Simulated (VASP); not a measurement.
These are PBEsol GGA, VASP's PBE PAW potentials (set 64) (plane waves; VASP 6.6.1) values and carry that method's errors.

VASP input:

### POSCAR
```
CrI3
7.6605970
  0.4442631843   0.2564955182   0.8583940570
 -0.4442631882   0.2564955115   0.8583940570
  0.0000000039  -0.5129908830   0.8583940533
Cr I
2 6
direct
  0.3340910053   0.3340910053   0.3340910053
  0.6659089947   0.6659089947   0.6659089947
  0.0760384694   0.7259370383   0.4320731245
  0.4320731245   0.0760384694   0.7259370383
  0.7259370383   0.4320731245   0.0760384694
  0.9239615306   0.2740629617   0.5679268755
  0.5679268755   0.9239615306   0.2740629617
  0.2740629617   0.5679268755   0.9239615306
```

### INCAR
```
SYSTEM = CrI3
PREC = Accurate
ENCUT = 400
EDIFF = 1E-7
NELM = 100
ALGO = Normal
LREAL = .FALSE.
LASPH = .TRUE.
ISMEAR = -5
GGA = PS
LMAXMIX = 4
ISPIN = 2
MAGMOM = 3.0 3.0 -0.1 -0.1 -0.1 -0.1 -0.1 -0.1
LORBIT = 11
LWAVE = .FALSE.
LCHARG = .TRUE.
NEDOS = 601
ISIF = 2
LEFG = .TRUE.
```

File KPOINTS:
```
Automatic mesh
0
Gamma
5 5 5
0 0 0
```

POTCAR, in this order: Cr_pv I (PBE.64 set). Program: vasp_std.

The run wrote:

File OSZICAR:
```
       N       E                     dE             d eps       ncg     rms          rms(c)
DAV:   1     0.453295282245E+03    0.45330E+03   -0.26745E+04  4568   0.111E+03
DAV:   2     0.583883309350E+01   -0.44746E+03   -0.43037E+03  4646   0.276E+02
DAV:   3    -0.351365660211E+02   -0.40975E+02   -0.40453E+02  4702   0.815E+01
DAV:   4    -0.363901973111E+02   -0.12536E+01   -0.12510E+01  4664   0.144E+01
DAV:   5    -0.364250241803E+02   -0.34827E-01   -0.34820E-01  5094   0.247E+00    0.177E+01
DAV:   6    -0.376926828061E+02   -0.12677E+01   -0.34184E+01  4564   0.444E+01    0.239E+01
DAV:   7    -0.340270944107E+02    0.36656E+01   -0.17317E+01  4518   0.453E+01    0.882E+00
DAV:   8    -0.341413998644E+02   -0.11431E+00   -0.25801E+00  4034   0.714E+00    0.398E+00
DAV:   9    -0.341038290463E+02    0.37571E-01   -0.32464E-01  4690   0.458E+00    0.212E+00
DAV:  10    -0.341016892012E+02    0.21398E-02   -0.62281E-02  4072   0.187E+00    0.123E+00
DAV:  11    -0.341021598317E+02   -0.47063E-03   -0.98681E-03  4510   0.674E-01    0.636E-01
DAV:  12    -0.341026542217E+02   -0.49439E-03   -0.89345E-04  4606   0.177E-01    0.432E-01
DAV:  13    -0.341026700511E+02   -0.15829E-04   -0.11225E-04  4820   0.453E-02    0.278E-01
DAV:  14    -0.341026690776E+02    0.97343E-06   -0.15455E-04  4230   0.481E-02    0.680E-02
DAV:  15    -0.341026496993E+02    0.19378E-04   -0.75243E-05  4738   0.716E-02    0.209E-02
DAV:  16    -0.341026517977E+02   -0.20984E-05   -0.10274E-05  4394   0.141E-02    0.965E-03
DAV:  17    -0.341026526955E+02   -0.89781E-06   -0.23058E-06  4354   0.113E-02    0.528E-03
DAV:  18    -0.341026528385E+02   -0.14301E-06   -0.42435E-07  3704   0.468E-03    0.439E-03
DAV:  19    -0.341026528688E+02   -0.30289E-07   -0.65169E-08  2196   0.104E-03
   1 F= -.34102653E+02 E0= -.34102653E+02  d E =0.000000E+00  mag=     6.0000
```

**OUTCAR**
```
------------------------ aborting loop because EDIFF is reached ----------------------------------------
  FORCE on cell =-STRESS in cart. coord.  units (eV):
  Direction    XX          YY          ZZ          XY          YZ          ZX
  --------------------------------------------------------------------------------------
  Total       -0.0024279     -0.0024279      0.0157602     -0.0000001      0.0000000     -0.0000000
  in kB       -0.0147435     -0.0147435      0.0957029     -0.0000006      0.0000000     -0.0000000
  external PRESSURE =       0.0220720 kB  Pullay stress =       0.0000000 kB
  volume of cell :      263.84
      direct lattice vectors                 reciprocal lattice vectors
     3.403321217  1.964908797  6.575810938     0.146915311  0.084821597  0.050690828
    -3.403321246  1.964908746  6.575810938    -0.146915312  0.084821595  0.050690828
     0.000000029 -3.929816420  6.575810909     0.000000001 -0.169643193  0.050690843
 POSITION                                       TOTAL-FORCE (eV/Angst)
 -----------------------------------------------------------------------------------
     -0.00000      0.00000      6.59076         0.000000     -0.000000     -0.018687
     -0.00000      0.00000     13.13667        -0.000000      0.000000      0.018687
     -2.21181     -0.12216      8.11487         0.009297      0.009519      0.003956
      1.21170     -1.85441      8.11487        -0.012892      0.003292      0.003956
      1.00011      1.97657      8.11487         0.003596     -0.012811      0.003956
      2.21181      0.12216     11.61256        -0.009297     -0.009519     -0.003956
     -1.21170      1.85441     11.61256         0.012892     -0.003292     -0.003956
     -1.00011     -1.97657     11.61256        -0.003596      0.012811     -0.003956
 -----------------------------------------------------------------------------------
    total drift:                                0.000000     -0.000000     -0.000000
  FREE ENERGIE OF THE ION-ELECTRON SYSTEM (eV)
  ---------------------------------------------------
  free  energy   TOTEN  =       -34.1026528688 eV

  energy  without entropy=      -34.1026528688  energy(sigma->0) =      -34.10265287

 total charge

# of ion       s       p       d       tot
------------------------------------------
    1        0.255   6.238   4.082  10.575
    2        0.255   6.238   4.082  10.575
    3        1.513   2.756   0.027   4.296
    4        1.513   2.756   0.027   4.296
    5        1.513   2.756   0.027   4.296
    6        1.513   2.756   0.027   4.296
    7        1.513   2.756   0.027   4.296
    8        1.513   2.756   0.027   4.296
--------------------------------------------------
tot          9.586  29.012   8.327  46.925

 magnetization (x)

# of ion       s       p       d       tot
------------------------------------------
    1        0.030   0.034   2.891   2.955
    2        0.030   0.034   2.891   2.955
    3       -0.001  -0.061   0.006  -0.056
    4       -0.001  -0.061   0.006  -0.056
    5       -0.001  -0.061   0.006  -0.056
    6       -0.001  -0.061   0.006  -0.056
    7       -0.001  -0.061   0.006  -0.056
    8       -0.001  -0.061   0.006  -0.056
--------------------------------------------------
tot          0.054  -0.298   5.817   5.573

 Electric field gradients after diagonalization (V/A^2)
 (convention: |V_zz| > |V_xx| > |V_yy|)
----------------------------------------------------------------------
 ion       V_xx      V_yy      V_zz     asymmetry (V_yy - V_xx)/ V_zz
----------------------------------------------------------------------
   1      -1.098    -1.098     2.196       0.000
   2      -1.098    -1.098     2.196       0.000
   3     245.087   135.686  -380.773       0.287
   4     245.087   135.687  -380.773       0.287
   5     245.087   135.687  -380.773       0.287
   6     245.087   135.686  -380.773       0.287
   7     245.087   135.687  -380.773       0.287
   8     245.087   135.687  -380.773       0.287
```
(Selected blocks of OUTCAR.)

The structure was generated: CrI3 was put into the BiI3 type (R-3), which need not be its known phase. It was relaxed first, which changed the volume by +17 %.
